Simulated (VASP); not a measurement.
A VASP calculation is set up with these files.

**INCAR**
```
SYSTEM = CaSi2
PREC = Accurate
ENCUT = 400
EDIFF = 1E-6
NELM = 100
ALGO = Normal
LREAL = .FALSE.
LASPH = .TRUE.
ISMEAR = 1
SIGMA = 0.1
GGA = PS
LWAVE = .FALSE.
LCHARG = .FALSE.
IBRION = 2
ISIF = 3
NSW = 60
EDIFFG = -0.02
```

KPOINTS:
```
Automatic mesh
0
G
  8 8 6
0 0 0
```

POSCAR:
```
CaSi2
1
    3.8684389556     0.0000000000    -0.0000000000
   -1.9342194778     3.3501659956    -0.0000000000
    0.0000000000     0.0000000000     4.8286139299
Ca Si
1 2
Direct
  1.0000000000   0.0000000000   1.0000000000
  0.6666670000   0.3333330000   0.5847925082
  0.3333330000   0.6666670000   0.4152074918
```

POTCAR, in this order: Ca_sv Si (PBE.64 set). Program: vasp_std.

Write an equivalent input for Quantum ESPRESSO's pw.x.

One equivalent input (not run):
```
&CONTROL
  calculation = 'vc-relax'
  pseudo_dir = './pseudo'
  outdir = './out'
  tprnfor = .true.
  tstress = .true.
  nstep = 60
  forc_conv_thr = 0.00078
/
&SYSTEM
  ibrav = 0
  nat = 3
  ntyp = 2
  ecutwfc = 68
  occupations = 'smearing'
  smearing = 'methfessel-paxton'
  degauss = 0.00735
  input_dft = 'pbesol'
/
&ELECTRONS
  conv_thr = 7.3e-08
  electron_maxstep = 100
/
&IONS
/
&CELL
/
ATOMIC_SPECIES
  Ca 40.078 Ca.upf
  Si 28.085 Si.upf
CELL_PARAMETERS angstrom
     3.8684390    0.0000000   -0.0000000
    -1.9342195    3.3501660   -0.0000000
     0.0000000    0.0000000    4.8286139
ATOMIC_POSITIONS crystal
  Ca   1.0000000  0.0000000  1.0000000
  Si   0.6666670  0.3333330  0.5847925
  Si   0.3333330  0.6666670  0.4152075
K_POINTS automatic
  8 8 6 0 0 0
```
Limits of the translation: the potentials are each code's own (VASP's PAW set, PseudoDojo norm-conserving files in pw.x), so ENCUT and ecutwfc are chosen apart and not converted; conv_thr bounds pw.x's estimated SCF error, while EDIFF bounds the energy change between steps; forc_conv_thr acts on force components and is met together with etot_conv_thr.

The structure comes from a computed database's CaSi2 entry (P-3m1); how it stands against other phases isn't given here. This run relaxes it. Symmetry was kept, so distortions that lower it aren't found. The start is the result of an earlier pass.
